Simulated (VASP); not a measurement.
YbB2 in VASP: convergence with k mesh

YbB2:

```
Yb B
1.0
     3.25030    0.00000    0.00000
    -1.62515    2.81484    0.00000
     0.00000    0.00000    3.73150
Yb B
1 2
Direct
  0.00000 0.00000 0.00000
  0.66667 0.33333 0.50000
  0.33333 0.66667 0.50000
```

```yaml
Program: VASP 6.6.1
Task: single point
Functional: PBEsol
Potentials_or_basis: VASP PAW PBE potentials, release 64 (Yb, B_h)
Cutoff: 900 eV
k_mesh: 2 × 2 × 2
Occupations: gaussian, width 0.02 eV
Spin: collinear spin, ferromagnetic start
Starting_moments: "[1.0, 0.0, 0.0] μB"
```

These are the settings of the first run; the series varies k mesh, with any setting tied to it.

Hardware: 1 thread of Intel(R) Xeon(R) 6975P-C (Granite Rapids) (shared host).

**Question.** The values tried are 2 × 2 × 2, 3 × 3 × 3, 4 × 4 × 3, 5 × 5 × 4, 7 × 7 × 5, 8 × 8 × 7, 11 × 11 × 8, 13 × 13 × 10, 15 × 15 × 12, loosest first. From which on does the energy stay within 1 meV/atom of the tightest run that finished?

**Answer.** From 11 × 11 × 8 on.

```tsv
k mesh	energy less the tightest run, at zero smearing (meV/atom)	pressure (GPa)	largest site moment (μB)	SCF cycles	CPU time (s)	peak memory (GiB)
2 × 2 × 2	207.10	-9.90	0.72	37	34	0.24
3 × 3 × 3	97.36	-1.90	0.12	52	57	0.25
4 × 4 × 3	22.09	-2.38	0.16	49	69	0.26
5 × 5 × 4	18.95	-2.00	0.44	52	110	0.27
7 × 7 × 5	5.66	-2.17	0.00	62	190	0.29
8 × 8 × 7	2.18	-2.06	0.07	52	240	0.32
11 × 11 × 8	0.95	-2.06	0.20	42	370	0.41
13 × 13 × 10	-0.19	-2.33	0.00	51	690	0.51
15 × 15 × 12	0.00	-2.34	0.00	55	1100	0.65
```

Against the tightest run, the pressure stays within 0.1 GPa from 13 × 13 × 10 on; the largest site moment stays within 0.02 μB from 13 × 13 × 10 on. Meshes of other sizes hit other points, so gaps and Fermi surfaces needn't settle smoothly. The tightest run that finished is the yardstick and may itself not be fully converged.

Caveat, for the tightest run too: the PAW data sets were made with another functional, which shifts forces and pressure a little; spin-orbit coupling is left out, which moves the levels of the heavy elements; without U or exact exchange the open f shell lies at the Fermi level, which spoils levels, moments and volumes. The state reached can hang on the start; a lower one may exist.
